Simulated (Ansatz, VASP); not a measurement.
# Cross-check of Si23BHO48 (B-H pair in alpha-quartz) between VASP and Ansatz, part 3 of 3

Wanted: the spread between two codes on one cell, functional and k mesh. Of the first pair: The structure shown is the start of the Ansatz relaxation below; VASP solves that cell, so the two are compared at the walk's first step.

VASP 6.6.1 and Ansatz 0.2.0.

So far. Step 3 (VASP: single point, LDA, start cell, pair 1): The run ends at a pressure of 0.40 GPa, with forces up to 9.9 eV/Å.

### Step 6. VASP: single point, LDA, relaxed cell, pair 2

Level of this step: LDA; plane waves and PAW (Si, O, B, H) (VASP).

The same cell, functional (in two slightly different forms), mesh and smearing now go to VASP, with its own data sets.

INCAR reads:

```
SYSTEM = Si23BHO48
PREC = Accurate
ENCUT = 520
EDIFF = 1E-06
NELM = 120
ISMEAR = -1
SIGMA = 0.01
LREAL = Auto
ALGO = Normal
GGA = PW92
NBANDS = 248
LORBIT = 11
LWAVE = .FALSE.
LCHARG = .FALSE.
ISIF = 2
ISYM = 0
LASPH = .TRUE.
GGA_COMPAT = .FALSE.
EFERMI = MIDGAP
NCORE = 2
```

POSCAR reads:

```
Si23BHO48
1.0
    9.7364424200      0.0000000000      0.0000000000
   -4.8682212100      8.4320064800      0.0000000000
    0.0000000000      0.0000000000     10.7331739500
Si O B H
23 48 1 1
Direct
    0.2198521524      0.9891222308      0.3340728487
    0.0013112415      0.2401859362      0.1672597114
    0.2676899366      0.2706850879      0.9974293617
    0.2342520543      0.0007826512      0.8356277066
    0.0106604292      0.2457595500      0.6672953352
    0.2388815448      0.4931216927      0.3421794212
    0.9964034943      0.7200179955      0.1607423113
    0.2754670291      0.7728880275      0.0014040467
    0.2459959118      0.5106548531      0.8297132763
    0.0044963198      0.7303691175      0.6696105209
    0.2713745340      0.7681029522      0.5023508613
    0.7405979959      0.0006298615      0.3330414972
    0.4940073567      0.2312502229      0.1681397736
    0.7640080122      0.2699361009      0.0031085521
    0.7462409983      0.0077906918      0.8346483686
    0.4892098247      0.2354859491      0.6617946247
    0.7647479114      0.2670924083      0.5000006429
    0.7333332169      0.4972961800      0.3287292523
    0.5024662719      0.7280053127      0.1724706460
    0.7684899556      0.7672402363      0.9984805891
    0.7278488312      0.5001285894      0.8305418924
    0.5115987941      0.7422111167      0.6642014178
    0.7805135251      0.7711637483      0.4954949880
    0.1664771879      0.1111234987      0.3877702999
    0.3528058893      0.0709597097      0.2273780311
    0.4295927054      0.2946307181      0.0566850877
    0.1352874407      0.2128878632      0.1048484874
    0.0724818357      0.3597660570      0.2838198856
    0.2991602053      0.4244040552      0.4515998080
    0.2045323494      0.1381621529      0.8891163134
    0.3605307611      0.0692467137      0.7231319859
    0.4155478569      0.2960859605      0.5550602708
    0.1546340583      0.2303917664      0.6093916806
    0.0771894624      0.3784928648      0.7754917204
    0.3023277819      0.4373856305      0.9396586475
    0.2146305870      0.6342100919      0.3958221545
    0.3672010134      0.5623913532      0.2296776081
    0.4342786475      0.7979393384      0.0681390704
    0.1347669247      0.6961183999      0.1027335444
    0.0632072844      0.8409063282      0.2764011641
    0.2902274896      0.9284797307      0.4434861744
    0.2282425229      0.6540434735      0.8847098919
    0.3761740368      0.5749612054      0.7193489139
    0.4400061708      0.8060013522      0.5585553326
    0.1426016935      0.7034947113      0.6139863727
    0.0704285360      0.8577570058      0.7817388343
    0.3002190831      0.9387309369      0.9482510490
    0.7077517012      0.1314886478      0.3942672614
    0.8615782587      0.0720135562      0.2177697036
    0.9306999785      0.3082833884      0.0639160976
    0.6292344923      0.2004159220      0.1103689389
    0.5646971885      0.3612996440      0.2779638931
    0.7978354892      0.4309223579      0.4378206841
    0.7153386960      0.1425874052      0.8916972517
    0.8808958407      0.0788724958      0.7276239244
    0.9274497117      0.2959274183      0.5611997665
    0.6269913060      0.2102434382      0.6028268318
    0.5628600514      0.3667106379      0.7716254837
    0.7830383994      0.4303219917      0.9440116934
    0.7178560220      0.6424369978      0.3848068215
    0.8556548790      0.5544171337      0.2131194130
    0.9317686515      0.7894828749      0.0539065899
    0.6378654596      0.7032371403      0.1083372830
    0.5764229544      0.8537182038      0.2858558127
    0.8244228064      0.9421021833      0.4358656586
    0.7054307317      0.6419690563      0.8847316923
    0.8619291248      0.5661039032      0.7227931969
    0.9413171955      0.7950449040      0.5571099136
    0.6473272105      0.7168136924      0.6016933263
    0.5836232064      0.8705417033      0.7749607906
    0.8016839861      0.9358689596      0.9462527291
    0.2843394937      0.3095070401      0.5325022898
    0.0544176689      0.0602028357      0.4141188426
```

KPOINTS reads:

```
Points of the shifted mesh
1
Reciprocal
 0.2500000000  0.2500000000  0.2500000000 1
```

Potentials, in the order of the species: Si, O, B and H (LDA family, release 64).

On the command line:

```console
$ mpirun -np 8 vasp_std
```

Numbers of over 12 decimals in the logs are rounded to 6 here.

The program printed:

```text
[banner, memory and clock lines left out]
running    8 mpi-ranks, on    1 nodes
[...]
[... a notice as in an earlier step ...]

 LDA part: xc-table for (Slater(with rela. corr.)+PW92), standard interpolation
 POSCAR, INCAR and KPOINTS ok, starting setup
[...]
entering main loop
       N       E                     dE             d eps       ncg     rms          rms(c)
DAV:   1     0.235793695333E+04    0.23579E+04   -0.20415E+05   504   0.145E+03
DAV:   2    -0.514157790368E+03   -0.28721E+04   -0.27945E+04   592   0.337E+02
DAV:   3    -0.703329899764E+03   -0.18917E+03   -0.18817E+03   608   0.910E+01
DAV:   4    -0.706313985314E+03   -0.29841E+01   -0.29736E+01   600   0.122E+01
[...]
DAV:  13    -0.627608590151E+03   -0.13071E-04   -0.73261E-05   688   0.308E-02    0.155E-02
DAV:  14    -0.627608590448E+03   -0.29671E-06   -0.23666E-05   600   0.126E-02    0.997E-03
DAV:  15    -0.627608589815E+03    0.63323E-06   -0.27498E-06   496   0.711E-03
   1 F= -.62760859E+03 E0= -.62760859E+03  d E =0.000000E+00
```

From OUTCAR (step 6):

```text
  Total       -0.0243432      1.8514708      0.9416278     -0.5570543      1.8243145      0.0519131
  in kB       -0.0442617      3.3664182      1.7121052     -1.0128584      3.3170414      0.0943905
  external PRESSURE =       1.6780872 kB  Pullay stress =       0.0000000 kB

 POSITION                                       TOTAL-FORCE (eV/Angst)
 -----------------------------------------------------------------------------------
     -2.67469      8.34029      3.58566         0.032273      0.019363      0.003227
     -1.15651      2.02525      1.79523         0.005642     -0.009698     -0.003450
      1.28859      2.28242     10.70558         0.009045      0.016305      0.000669
      2.27697      0.00660      8.96894        -0.018800     -0.003350      0.002089
     -1.09262      2.07225      7.16220         0.003619     -0.022511     -0.007259
     -0.07477      4.15801      3.67267         0.000179     -0.009312      0.006190
      6.19622      6.07120      1.72528         0.011410     -0.023374     -0.007563
     -1.08052      6.51700      0.01507         0.016236      0.018896     -0.003449
     -0.09086      4.30585      8.90546        -0.015861      0.003582      0.000292
     -3.51182      6.15848      7.18705         0.008866     -0.016354     -0.001080
     -1.09707      6.47665      5.39182         0.008668      0.019859     -0.000410
      7.20772      0.00531      3.57459        -0.026934     -0.004621      0.002392
      3.68410      1.94990      1.80467         0.005836     -0.023017      0.004640
      6.12461      2.27610      0.03336         0.003802      0.018108     -0.000931
[...]
-----------------------------------------------------------------------------------
    total drift:                                0.000271      0.001653      0.022135

  FREE ENERGIE OF THE ION-ELECTRON SYSTEM (eV)
  ---------------------------------------------------
  free  energy   TOTEN  =      -627.6085898148 eV

  energy  without entropy=     -627.6085898148  energy(sigma->0) =     -627.60858981

[... 1 part as in an earlier step ...]

[... 2 further parts left out ...]
[key lines of the parts left out:]
E-fermi :   4.3381
```

The run ends at a pressure of 0.17 GPa, with forces up to 0.15 eV/Å.

### Step 7. Differences

Both answers:

| quantity | Ansatz | VASP | difference |
| --- | --- | --- | --- |
| gap on the k mesh (eV) | 6.522 | 6.525 | -0.003 |

At this near-relaxed geometry the largest component of a force difference is 133 meV/Å. A gap on the mesh is an upper bound, since the band edges may lie between its points.

### Step 8. Results

```yaml
r_m_s_force_difference_single_point_lda_start_cell_pair_1: 1.6 % of the r.m.s. force
r_m_s_force_difference_single_point_lda_relaxed_cell_pair_2: 16 meV/Å
```

**Reading.** The r.m.s. force difference is 16 meV/Å (single point, LDA, relaxed cell, pair 2), beyond the 12 meV/Å picked in this series as the mark of a large difference. What causes the difference of the single point, LDA, relaxed cell, pair 2 pair stays open here. How closely two codes agree says nothing of how well the functional describes the real material.

[Lines on the potential files, build, host, timing and source positions are cut from VASP's logs without a mark.]

[Logs are printed without paths, hosts, clocks, repeated set-up lines and the standing remarks that a program may print on its own settings, such as how far it seeks lower states.]

[Hosts, paths, dates, database ids (printed as entryN), source tags and the programs' standing remarks are cut or masked in the printed files.]
